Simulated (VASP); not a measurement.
A VASP calculation is set up with these files.

### INCAR
```
LUSE_VDW = .True.
SIGMA = 0.05
SYSTEM = SrO
ENCUT = 520   # plane-wave cut-off (eV)
ISMEAR = 0   # Gaussian
LASPH = .True.   # aspherical one-centre terms
ALGO = Normal
LREAL = .False.   # projection in real space or not
CPARAM = 0.0093
NELM = 100
LMIXTAU = .True.
ISIF = 2   # forces and stress, cell fixed
PREC = Accurate
BPARAM = 11.95
METAGGA = R2SCAN
LCHARG = .False.
EDIFF = 1E-7   # SCF stop (eV)
LMAXMIX = 4
LWAVE = .False.
```

KPOINTS:
```
Automatic
0
Gamma
 9 9 9
0 0 0
```

**POSCAR**
```
SrO
3.6064190
  0.0000000000   0.7071067870   0.7071067870
  0.7071067870   0.0000000000   0.7071067870
  0.7071067870   0.7071067870   0.0000000000
Sr O
1 1
Cartesian
  0.0000000000   0.0000000000   0.0000000000
  0.7071067870   0.7071067870   0.7071067870
```

POTCAR, in this order: Sr_sv O (PBE.64 set). Program: vasp_std.

Question: Write an equivalent input for Ansatz.

Answer: One equivalent input (not run):
Ansatz 0.2 input:
```yaml
crystal:
  lattice:
    - [0.0000000, 2.5501234, 2.5501234]
    - [2.5501234, 0.0000000, 2.5501234]
    - [2.5501234, 2.5501234, 0.0000000]
  atoms:
    - { symbol: Sr, position: [0.0000000, 0.0000000, 0.0000000] }
    - { symbol: O, position: [0.5000000, 0.5000000, 0.5000000] }
kpoints:
  mp_grid: { grid: [9, 9, 9] }
hamiltonian:
  xc: r2scan
  dispersion: rvv10
  pseudopotentials: { kind: paw }
scf:
  occupations: { method: gaussian, width: 0.05 }
  max_iter: 100
output: { forces: true, stress: true, eigenvalues: true }
```
Limits of the translation: each code has its own PAW files, so the cut-off isn't converted (ENCUT is set for VASP's; basis.ecutwfc is left out, and Ansatz then takes the one that its files recommend); Ansatz stops its SCF on the density residual and VASP on the energy change (EDIFF).

The compound is SrO in the rock salt structure. This cell is one point of a volume scan, at 0.97 of the reference volume.
